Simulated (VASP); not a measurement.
Given:

```yaml
crystal:
  lattice:
    - [1.82694, -3.16435, 0.00000]
    - [1.82694, 3.16435, 0.00000]
    - [0.00000, 0.00000, 5.70380]
  atoms:
    - { symbol: Lu, position: [0.33333, 0.66667, 0.25000] }
    - { symbol: Lu, position: [0.66667, 0.33333, 0.75000] }
```

These are PBE GGA, VASP's PBE PAW potentials (set 64) (plane waves; VASP) values and carry that method's errors. Run with 480 eV cut-off, 12×12×6 Γ-centred mesh, first-order Methfessel-Paxton smearing of 0.10 eV, potentials Lu_3.

### Question
Give the stress tensor in GPa (positive for a compressed cell).

### Answer

```
-4.50   0.00   0.00
 0.00  -4.50   0.00
 0.00   0.00  -4.42
```
The pressure is its mean diagonal, -4.47 GPa.

The compound is Lu in the hcp structure. This cell was strained or had an atom moved on purpose.
